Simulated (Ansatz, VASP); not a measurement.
**SiC (Moissanite): VASP beside Ansatz**

One calculation is typed for both programs; each brings its own data sets. How far apart do they land? The cell is taken from a series of runs on this material, whose earlier steps may have relaxed, scaled, displaced or heated it; both programs get it as it stands.

Calculated with Ansatz 0.2.0; plane waves, with VASP 6.6.1 beside it; dielectric response at PBE.

### 1. The structure

It takes space group P6_3mc (No. 186, hexagonal). The conventional cell has a = 3.081 Å, b = 3.081 Å, c = 15.125 Å, α = 90.00°, β = 90.00°, γ = 120.00°. Si has 4 C at 1.88 to 1.90 Å nearest. Si has 4 C at 1.89 Å nearest. Nearest to Si lie 4 C at 1.89 Å. Nearest to C lie 4 Si at 1.88 to 1.89 Å. Nearest to C lie 4 Si at 1.89 Å. C has 4 Si at 1.89 to 1.90 Å nearest. Farther neighbours are not listed.

### 2. Ansatz: dielectric response, PBE

Ansatz runs on its default PAW (the set named soft_2) files.

The response to a field tests empty states and converges slowly with the mesh.

input.yaml

```yaml
crystal:
  lattice:
    - [3.081, 0.0, 0.0]
    - [-1.5405, 2.6682242691, 0.0]
    - [0.0, 0.0, 15.1248]
  atoms:
    - { symbol: Si, position: [0.0, 0.0, 0.0] }
    - { symbol: Si, position: [0.0, 0.0, 0.5] }
    - { symbol: Si, position: [0.3333333333, 0.6666666667, 0.1664] }
    - { symbol: Si, position: [0.6666666667, 0.3333333333, 0.6664] }
    - { symbol: Si, position: [0.6666666667, 0.3333333333, 0.3329] }
    - { symbol: Si, position: [0.3333333333, 0.6666666667, 0.8329] }
    - { symbol: C, position: [0.3333333333, 0.6666666667, 0.0412] }
    - { symbol: C, position: [0.6666666667, 0.3333333333, 0.5412] }
    - { symbol: C, position: [0.6666666667, 0.3333333333, 0.208] }
    - { symbol: C, position: [0.3333333333, 0.6666666667, 0.708] }
    - { symbol: C, position: [0.0, 0.0, 0.3746] }
    - { symbol: C, position: [0.0, 0.0, 0.8746] }
kpoints:
  mp_grid: { grid: [9, 9, 2] }
hamiltonian:
  xc: pbe
scf:
  occupations: { method: fixed }
dielectric: {}
```

Command:

```console
$ ansatz run input.yaml --threads 3 --pin off --max-ram 92160MiB --backend cuda --devices 1 --max-vram 13GiB --events-out ev --progress --plain --runs-dir out
```

Numbers of over 12 decimals in the logs are rounded to 6 here.

Log:

```text
GPUs: using 1 of 1 available (devices: 1).
Engine: ansatz 0.2.0, x86_64-unknown-linux-gnu
Pseudopotentials: kind: paw
Pseudopotential: Si, paw, valence charge 4, recommended cutoff 420 eV (normal), Si.paw.azcp
Pseudopotential: C, paw, valence charge 4, recommended cutoff 420 eV (normal), C.paw.azcp
Functional definition: PBE
  parameter kappa = 0.804
  parameter beta = 0.066725
  exchange = pbe_x(kappa = kappa, mu = beta*pi^2/3)
  correlation = pbe_c(beta = beta)
device memory: the entry about to start is reckoned to put 3.2 GiB on a device that reports 41.9 GiB free (of which the cap on the GPU budget leaves the run 13.0 GiB)
GPU FFT provider: cuFFT
GPU libraries: cuBLAS 13.8.2, cuFFT 12.4.0, cuSOLVER 12.3.4
Crystal: 12 atoms, lattice volume = 124.338 Å³
Basis set: ecut = 420 eV, 2415 PW (Γ), exchange–correlation on 48×48×216 points (8 copies of the dense FFT grid, shifted against one another)
Bands: 36, of which v1, the nominal top of the filled ones, is band 24 counted from 1 (23 counted from 0)
Symmetry: 12 space group operations
k-points: 50 of 162 (irreducible under 2 space group operations, time reversal used)
Non-local potential: Si, projectors of the file, l = 0: 2, l = 1: 2, l = 2: 2
Non-local potential: C, projectors of the file, l = 0: 2, l = 1: 2, l = 2: 1
PAW form: soft (Blöchl's): semilocal exchange-correlation on the pseudo side does not see the compensation charge
PAW one-centre angular grid: Si, 110 points (default); XC on 64 Gauss nodes
PAW one-centre angular grid: C, 110 points (default); XC on 64 Gauss nodes
Initial density: superposition of atomic densities (neutral atoms: chi_scale 0, normalization atom), corrected by the library's trained network
Initial wavefunctions: pseudopotential atomic-orbital guess
GPU buffer pool allocated for 62208 grid points (all kernels)
GPU transforms: local potential and band sums: pruned to the plane-wave sphere, on 24×24×108
Functional: x = pbe(κ = 0.804, μ = 0.219515), c = pbe(β = 0.066725)
SCF iter   1: F=—  HF=-5322.952118 eV  |F-HF|=—  |Δ(HF+E_count)|=         —  Δρ=2.58e-3  dr2=8.67e-3  ethr=1.77e-3  ⟨swp⟩=4.8  Hψ=7747  notcnv=0  defer=488
preconditioner: auto → none  [insulator: Δε(μ)=2.073 eV  Ē_g=11.951 eV  n_scr=10 (ndim 8)  ℏωp=23.1 eV  f_vac=0.000  ε∞_Penn≈4.7]
SCF iter   2: F=—  HF=-5322.951693 eV  |F-HF|=—  |Δ(HF+E_count)|=   4.25e-4  Δρ=9.64e-4  dr2=8.07e-4  ethr=1.81e-5  ⟨swp⟩=2.2  Hψ=3373  notcnv=0  defer=500
SCF iter   3: F=—  HF=-5322.951754 eV  |F-HF|=—  |Δ(HF+E_count)|=   6.18e-5  Δρ=4.33e-4  dr2=1.77e-4  ethr=1.68e-6  ⟨swp⟩=2.0  Hψ=2627  notcnv=0  defer=500
SCF iter   4: F=—  HF=-5322.951920 eV  |F-HF|=—  |Δ(HF+E_count)|=   1.66e-4  Δρ=2.43e-4  dr2=1.31e-4  ethr=3.68e-7  ⟨swp⟩=2.1  Hψ=2471  notcnv=0  defer=480
SCF iter   5: F=—  HF=-5322.951873 eV  |F-HF|=—  |Δ(HF+E_count)|=   4.73e-5  Δρ=4.70e-5  dr2=1.64e-6  ethr=2.72e-7  ⟨swp⟩=2.1  Hψ=2163  notcnv=0  defer=374
SCF iter   6: F=—  HF=-5322.951884 eV  |F-HF|=—  |Δ(HF+E_count)|=   1.04e-5  Δρ=9.42e-6  dr2=1.38e-7  ethr=3.42e-9  ⟨swp⟩=2.0  Hψ=2991  notcnv=0  defer=309
SCF iter   7: F=—  HF=-5322.951884 eV  |F-HF|=—  |Δ(HF+E_count)|=   3.64e-8  Δρ=4.35e-6  dr2=5.14e-8  ethr=2.87e-10  ⟨swp⟩=2.1  Hψ=2592  notcnv=0  defer=309
SCF iter   8: F=—  HF=-5322.951884 eV  |F-HF|=—  |Δ(HF+E_count)|=   6.26e-9  Δρ=1.70e-6  dr2=2.40e-9  ethr=1.07e-10  ⟨swp⟩=2.0  Hψ=2153  notcnv=0  defer=309
SCF iter   9: F=—  HF=-5322.951884 eV  |F-HF|=—  |Δ(HF+E_count)|=   2.41e-9  Δρ=5.90e-7  dr2=3.39e-10  ethr=5.01e-12  ⟨swp⟩=2.0  Hψ=2516  notcnv=0  defer=309
SCF iter  10: F=-5322.951884 eV  HF=-5322.951884 eV  |F-HF|=1.00e-11  |Δ(HF+E_count)|=  3.89e-10  Δρ=7.90e-8  dr2=4.47e-12  ethr=1.00e-12  ⟨swp⟩=11.0  Hψ=7869  notcnv=0
SCF 1 converged in 10 iterations: F = -5322.951884 eV  dr2 = 4.47e-12
  greatest PAW one-centre occupation: 0.645 electrons in one spin orbital (limit 2), on the C atom at site 7 (counted from 0), in its partial waves of l = 0
the response reads at least the filled bands of the reference SCF and the lowest empty band at each k-point, and that SCF's band table does not vouch for those bands. The notice of the band table in this run's record says why
device memory: the entry about to start is reckoned to put 0.6 GiB on a device that reports 41.7 GiB free (of which the cap on the GPU budget leaves the run 12.9 GiB)
NSCF: frozen V_eff on 1 k-points
device memory: the entry about to start is reckoned to put 0.6 GiB on a device that reports 41.7 GiB free (of which the cap on the GPU budget leaves the run 12.9 GiB)
NSCF: frozen V_eff on 1 k-points
device memory: the entry about to start is reckoned to put 0.6 GiB on a device that reports 41.7 GiB free (of which the cap on the GPU budget leaves the run 12.9 GiB)
NSCF: frozen V_eff on 1 k-points
device memory: the entry about to start is reckoned to put 0.6 GiB on a device that reports 41.7 GiB free (of which the cap on the GPU budget leaves the run 12.9 GiB)
NSCF: frozen V_eff on 1 k-points
device memory: the entry about to start is reckoned to put 0.1 GiB (of the 0.2 GiB reckoned in all, the device holds 0.1 GiB already) on a device that reports 41.7 GiB free (of which the cap on the GPU budget leaves the run 12.9 GiB)
device memory: the entry about to start is reckoned to put 1.9 GiB (of the 2.0 GiB reckoned in all, the device holds 0.1 GiB already) on a device that reports 41.7 GiB free (of which the cap on the GPU budget leaves the run 12.9 GiB)
DFPT response loops at Γ: preconditioner auto → Resta (q_TF=auto, 2.328 Å⁻¹)  ε∞=5.3 (no band partly filled); β = 1.00, the filter's whole step (`scf.mixing.beta` (0.50) is not read by the response loops at its default; to damp them type it under 1.00, their step now; it binds the ground state too); Broyden in place of MSR1
── the response to a field inside a basis, on 10×10×2 k-points: an SCF that follows is theirs, and a resumed run solves both again ──
device memory: the entry about to start is reckoned to put 0.3 GiB on a device that reports 41.6 GiB free (of which the cap on the GPU budget leaves the run 12.9 GiB)
GPU FFT provider: cuFFT
GPU libraries: cuBLAS 13.8.2, cuFFT 12.4.0, cuSOLVER 12.3.4
Bands: 25, of which v1, the nominal top of the filled ones, is band 24 counted from 1 (23 counted from 0)
k-points: 30 of 200 (irreducible under 4 space group operations, time reversal used)
Initial density: handed on by an earlier stage of this run
Initial wavefunctions: pseudopotential atomic-orbital guess (no wavefunctions were taken with the density)
GPU buffer pool allocated for 62208 grid points (all kernels)
GPU transforms: band sums: pruned to the plane-wave sphere, on 24×24×108
Eigensolver: Dense (30 Hₖ)
SCF iter   1: F=—  HF=-5322.791423 eV  |F-HF|=—  |Δ(HF+E_count)|=         —  Δρ=3.39e-4  dr2=5.14e-5  ethr=1.00e-1
preconditioner: auto → none  [insulator: Δε(μ)=2.127 eV  Ē_g=9.557 eV  n_scr=10 (ndim 8)  ℏωp=23.1 eV  f_vac=0.000  ε∞_Penn≈6.8]
SCF iter   2: F=—  HF=-5322.791435 eV  |F-HF|=—  |Δ(HF+E_count)|=   1.15e-5  Δρ=1.70e-4  dr2=1.16e-5  ethr=1.07e-7
SCF iter   3: F=—  HF=-5322.791443 eV  |F-HF|=—  |Δ(HF+E_count)|=   7.86e-6  Δρ=3.67e-5  dr2=2.05e-6  ethr=2.41e-8
SCF iter   4: F=—  HF=-5322.791442 eV  |F-HF|=—  |Δ(HF+E_count)|=   4.47e-7  Δρ=8.35e-6  dr2=2.03e-7  ethr=4.27e-9
SCF iter   5: F=—  HF=-5322.791442 eV  |F-HF|=—  |Δ(HF+E_count)|=   1.57e-9  Δρ=5.01e-6  dr2=1.28e-7  ethr=4.24e-10
SCF iter   6: F=-5322.791442 eV  HF=-5322.791442 eV  |F-HF|=1.06e-8  |Δ(HF+E_count)|=   2.38e-8  Δρ=1.80e-6  dr2=1.28e-8  ethr=2.66e-10
SCF 1 converged in 6 iterations: F = -5322.791442 eV  dr2 = 1.28e-8
device memory: the entry about to start is reckoned to put 0.1 GiB (of the 0.1 GiB reckoned in all, the device holds 0.1 GiB already) on a device that reports 40.7 GiB free (of which the cap on the GPU budget leaves the run 12.9 GiB)
device memory: the entry about to start is reckoned to put 2.4 GiB on a device that reports 40.6 GiB free (of which the cap on the GPU budget leaves the run 12.8 GiB)
DFPT response loops at Γ: mixed as the last ones told, above
SCF converged after 10 iterations
Free energy (F): -5322.951884 eV
Harris-Foulkes:  -5322.951884 eV  (|F-HF|=1.00e-11)
Internal energy: -5322.951884 eV  (E = F + TS)
E sigma→0 (E₀):  -5322.951884 eV
Fermi energy:    9.509104 eV
--- Per-component energies (eV) ---
  E_band       = 171.406342
  E_kinetic    = 813.854908
  E_local      = -628.585796  (includes V_loc(G=0)·N_el)
  E_nonlocal   = 310.930710
  E_hartree    = 193.250528
  E_xc         = -632.905692
  E_vxc        = -656.076486  (∫ρ·V_xc dr)
  E_paw        = -3672.479726  (= ΣΔE_a)
  E_vpaw       = -55.218129  (= ΣTr[D̂ρ^β])
  E_aug_tail   = 0.000069  (compensation charges beyond the density's cutoff)
  E_ewald      = -1707.016885
  E_smearing   = -0.000000  (= −TS)
  E_closure    = -0.000000  (closes the sum)
  Σ components = -5322.951884   (vs F -5322.951884, Δ=0.00e0)
--- Band table (eV; the first three rows and the last of 50) ---
  k-point 0: bands = [... 20 lower, 9.2221, 9.4739, 9.5091, 9.5091, 14.6731, 14.8442, 15.2448, 15.7541, ... 8 higher]
  k-point 1: bands = [... 20 lower, 9.4144, 9.4144, 9.4144, 9.4144, 14.7401, 14.7401, 15.4780, 15.4780, ... 8 higher]
  k-point 2: bands = [... 20 lower, 8.9341, 9.0298, 9.3388, 9.4143, 14.8816, 15.1624, 15.2771, 15.8371, ... 8 higher]
  k-point 49: bands = [... 20 lower, 7.1422, 7.1422, 8.1303, 8.1303, 13.5680, 13.5680, 14.1746, 14.1746, ... 8 higher]
--- Dielectric response (ions clamped): 3 representative field directions + reference, inside a basis on a mesh of 200 k-points (Σ response iterations 12) ---
  ε∞ (high-frequency dielectric tensor):
        6.995150    -0.000000     0.000000
       -0.000000     6.995150    -0.000000
        0.000000    -0.000000     7.247092
  Born effective charges Z* (e; rows j = field, columns β = displacement):
    site 0:
         2.68683    0.00000    0.00000
        -0.00000    2.68683   -0.00000
         0.00000   -0.00000    2.62455
    site 1:
         2.68683    0.00000    0.00000
        -0.00000    2.68683   -0.00000
         0.00000    0.00000    2.62455
    site 2:
         2.71577    0.00000    0.00000
        -0.00000    2.71577   -0.00000
         0.00000    0.00000    2.78394
    site 3:
         2.71577    0.00000    0.00000
         0.00000    2.71577   -0.00000
         0.00000   -0.00000    2.78394
    site 4:
         2.68968   -0.00000    0.00000
        -0.00000    2.68968   -0.00000
         0.00000   -0.00000    2.87515
    site 5:
         2.68968   -0.00000    0.00000
        -0.00000    2.68968   -0.00000
         0.00000   -0.00000    2.87515
    site 6:
        -2.68256   -0.00000   -0.00000
         0.00000   -2.68256   -0.00000
        -0.00000    0.00000   -2.81399
    site 7:
[...]
site 8:
[...]
site 9:
[...]
0.00000   -2.69786    0.00000
        -0.00000    0.00000   -2.76444
    site 10:
        -2.71184   -0.00000   -0.00000
         0.00000   -2.71184    0.00000
        -0.00000   -0.00000   -2.70521
    site 11:
        -2.71184    0.00000   -0.00000
         0.00000   -2.71184   -0.00000
        -0.00000    0.00000   -2.70521
  Z* charge neutrality: 1.930e-2 e pre-enforcement
  solved inside a basis spanned on kpoints, on 10×10×2 k-points, its susceptibility summed on 14×14×2: ε∞ is read to err by 4.7e-2, Z* by 2.2e-2 e (field_mesh: kpoints solves on kpoints); Z* is corrected for what the basis lacks
```

[end of part 1 of 2]

[Lines on the potential files, build, host, timing and source positions are cut from VASP's logs without a mark.]

[Logs are printed without paths, hosts, clocks, repeated set-up lines and the standing remarks that a program may print on its own settings, such as how far it seeks lower states.]

[Hosts, paths, dates, database ids (printed as entryN), source tags and the programs' standing remarks are cut or masked in the printed files.]
